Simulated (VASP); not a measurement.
All values below come from PBE GGA, VASP's PBE PAW potentials (set 64) (plane waves; VASP 6.6.1).

VASP input:

**KPOINTS**
```
Automatic mesh
0
Gamma
10 11 10
0 0 0
```

**POSCAR**
```
AuZn
1
    3.1545170000     0.0000000000     0.0000000000
    0.0000000000     3.0999130000     0.0000000000
    0.0000000000     0.0000000000     3.1546490000
Zn Au
1 1
Direct
  0.5000000000   0.5000000000   0.5000000000
  0.0200470000   0.0000000000   0.0000000000
```

### INCAR
```
SYSTEM=AuZn
PREC=Accurate; ENCUT=400; LREAL=.FALSE.
LASPH=.TRUE.
EDIFF=1E-6; NELM=100; ALGO=Normal
IMIX=4; AMIX=1.0; BMIX=1.0
LMAXMIX=6
ISMEAR=1; SIGMA=0.1
GGA=PE
ISIF=2
LWAVE=.FALSE.; LCHARG=.FALSE.
```

POTCAR, in this order: Zn Au (PBE.64 set). Program: vasp_std.

The resulting files:

OSZICAR:
```
       N       E                     dE             d eps       ncg     rms          rms(c)
DAV:   1     0.109817526055E+03    0.10982E+03   -0.10143E+04  6663   0.167E+03
DAV:   2    -0.187076556880E+01   -0.11169E+03   -0.10816E+03  6781   0.304E+02
DAV:   3    -0.515465418152E+01   -0.32839E+01   -0.32721E+01  7943   0.626E+01
DAV:   4    -0.517339169241E+01   -0.18738E-01   -0.18737E-01  7411   0.412E+00
DAV:   5    -0.517362085651E+01   -0.22916E-03   -0.22916E-03  8209   0.465E-01    0.885E+00
DAV:   6    -0.543348731171E+01   -0.25987E+00   -0.97158E+00  6501   0.359E+01    0.106E+01
DAV:   7    -0.470111414484E+01    0.73237E+00   -0.28555E+00  7863   0.284E+01    0.329E+00
DAV:   8    -0.473668466217E+01   -0.35571E-01   -0.35959E-01  7726   0.211E+01    0.134E+00
DAV:   9    -0.471150595739E+01    0.25179E-01   -0.14900E-01  7357   0.180E+01    0.351E-01
DAV:  10    -0.471170245399E+01   -0.19650E-03   -0.89768E-03  8723   0.205E+00    0.852E-02
DAV:  11    -0.471173440516E+01   -0.31951E-04   -0.39349E-04  7216   0.203E-01    0.419E-02
DAV:  12    -0.471174362804E+01   -0.92229E-05   -0.14716E-05  9442   0.844E-02    0.155E-02
DAV:  13    -0.471174566182E+01   -0.20338E-05   -0.45731E-06  7426   0.257E-02    0.508E-03
DAV:  14    -0.471174561006E+01    0.51765E-07   -0.28800E-07  3499   0.929E-03
   1 F= -.47117456E+01 E0= -.47117121E+01  d E =-.100415E-03
```

### OUTCAR
```
------------------------ aborting loop because EDIFF is reached ----------------------------------------
  FORCE on cell =-STRESS in cart. coord.  units (eV):
  Direction    XX          YY          ZZ          XY          YZ          ZX
  --------------------------------------------------------------------------------------
  Total        1.2543398      1.1429478      1.2992942      0.0000000      0.0000000      0.0000000
  in kB       65.1466905     59.3613190     67.4814883      0.0000000      0.0000000      0.0000000
  external PRESSURE =      63.9964993 kB  Pullay stress =       0.0000000 kB
  volume of cell :       30.85
      direct lattice vectors                 reciprocal lattice vectors
     3.154517000  0.000000000  0.000000000     0.317005741  0.000000000  0.000000000
     0.000000000  3.099913000  0.000000000     0.000000000  0.322589698  0.000000000
     0.000000000  0.000000000  3.154649000     0.000000000  0.000000000  0.316992477
 POSITION                                       TOTAL-FORCE (eV/Angst)
 -----------------------------------------------------------------------------------
      1.57726      1.54996      1.57732         0.261103      0.000000      0.000000
      0.06324      0.00000      0.00000        -0.261103      0.000000      0.000000
 -----------------------------------------------------------------------------------
    total drift:                                0.000332      0.000000      0.000000
  FREE ENERGIE OF THE ION-ELECTRON SYSTEM (eV)
  ---------------------------------------------------
  free  energy   TOTEN  =        -4.7117456101 eV

  energy  without entropy=       -4.7116451948  energy(sigma->0) =       -4.71171214
```
(Selected blocks of OUTCAR.)

The compound is AuZn in the CsCl type structure. The cell was not relaxed at this level, atoms are displaced from their ideal sites. The run is one of a series of settings (AMIX = 1.0, BMIX = 1.0, IMIX = 4 against the base run), some of them coarse on purpose. The electron count is odd and the run is not spin-polarised, which forces a metal.
